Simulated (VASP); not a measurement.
A run of VASP 6.6.1 is set up as follows.

The input POSCAR:

```
Y3F
1.0
    6.2666500000      0.0000000000      0.0000000000
   -3.1333300000      5.4270800000      0.0000000000
    0.0000000000      0.0000000000      3.3619900000
Y F
3 1
Direct
    0.5000000000      0.0000000000      0.0000000000
    0.0000000000      0.5000000000      0.0000000000
    0.5000000000      0.5000000000      0.0000000000
    0.0000000000      0.0000000000      0.0000000000
```

INCAR.step1

```
PREC = Accurate
ENCUT = 520
EDIFF = 1E-5
ISMEAR = -1
SIGMA = 0.05
LREAL = F
LASPH = T
NELM = 80
ALGO = Normal
ISIF = 2
LWAVE = T
LCHARG = F
LMAXMIX = 4
GGA = PE
```

File INCAR.step2:

```
PREC = Accurate
ENCUT = 520
EDIFF = 1E-6
ISMEAR = -1
SIGMA = 0.05
LREAL = F
LASPH = T
NELM = 80
ALGO = Normal
ISIF = 2
LWAVE = F
LCHARG = F
LMAXMIX = 4
METAGGA = MBJ
ISTART = 1
```

KPOINTS

```
regular mesh
0
Gamma
  4 4 6
```

KPOINTS_OPT

```
path GMKGALHA,LM,KH
10
line-mode
reciprocal
 0.0000000000  0.0000000000  0.0000000000  G
 0.5000000000  0.0000000000  0.0000000000  M

 0.5000000000  0.0000000000  0.0000000000  M
 0.3333333333  0.3333333333  0.0000000000  K

 0.3333333333  0.3333333333  0.0000000000  K
 0.0000000000  0.0000000000  0.0000000000  G

 0.0000000000  0.0000000000  0.0000000000  G
 0.0000000000  0.0000000000  0.5000000000  A

 0.0000000000  0.0000000000  0.5000000000  A
 0.5000000000  0.0000000000  0.5000000000  L

 0.5000000000  0.0000000000  0.5000000000  L
 0.3333333333  0.3333333333  0.5000000000  H

 0.3333333333  0.3333333333  0.5000000000  H
 0.0000000000  0.0000000000  0.5000000000  A

 0.5000000000  0.0000000000  0.5000000000  L
 0.5000000000  0.0000000000  0.0000000000  M

 0.3333333333  0.3333333333  0.0000000000  K
 0.3333333333  0.3333333333  0.5000000000  H
```

Potentials or basis: VASP PAW PBE potentials, release 64 (Y_sv, F).

Launch:

```console
$ cat potpaw_PBE.64/Y_sv/POTCAR potpaw_PBE.64/F/POTCAR > POTCAR
$ cp INCAR.step1 INCAR
$ mpirun -np 1 vasp_std > vasp.out
$ cp INCAR.step2 INCAR
$ mpirun -np 1 vasp_std > vasp.out
```

Q: Estimate the band gap along the path.

A: None (metal or under the smearing width).

Levels at the corners of the path, in eV from the Fermi level:
```
point  band 16  band 17  band 18  band 19  band 20  band 21  band 22  band 23  band 24
    Γ    -4.23    -3.78    -1.22    -0.90    -0.90     0.17     0.28     0.28     1.51
    M    -4.24    -2.64    -1.68    -0.42    -0.19     0.21     0.61     1.12     1.13
    M    -4.24    -2.64    -1.68    -0.42    -0.19     0.21     0.61     1.12     1.13
    K    -4.24    -2.10    -2.10    -0.41     0.13     0.13     0.17     1.35     1.35
    K    -4.24    -2.10    -2.10    -0.41     0.13     0.13     0.17     1.35     1.39
    Γ    -4.23    -3.78    -1.22    -0.90    -0.90     0.17     0.28     0.28     1.50
    Γ    -4.23    -3.78    -1.22    -0.90    -0.90     0.17     0.28     0.28     1.51
    A    -4.84    -2.31    -1.77    -0.68    -0.68     0.02     0.02     0.50     0.96
    A    -4.84    -2.31    -1.77    -0.68    -0.68     0.02     0.02     0.50     0.96
    L    -4.88    -1.66    -0.80    -0.63    -0.34     0.20     0.97     1.00     1.51
    L    -4.88    -1.66    -0.80    -0.63    -0.34     0.20     0.97     1.00     1.51
    H    -4.89    -1.25    -1.25    -0.39     0.36     0.36     0.69     0.69     0.80
    H    -4.89    -1.25    -1.25    -0.39     0.36     0.36     0.69     0.69     0.80
    A    -4.84    -2.31    -1.77    -0.68    -0.68     0.02     0.02     0.50     0.96
    L    -4.88    -1.66    -0.80    -0.63    -0.34     0.20     0.97     1.00     1.51
    M    -4.24    -2.64    -1.68    -0.42    -0.19     0.21     0.61     1.12     1.13
    K    -4.24    -2.10    -2.10    -0.41     0.13     0.13     0.17     1.35     1.36
    H    -4.89    -1.25    -1.25    -0.39     0.36     0.36     0.69     0.69     0.80
```
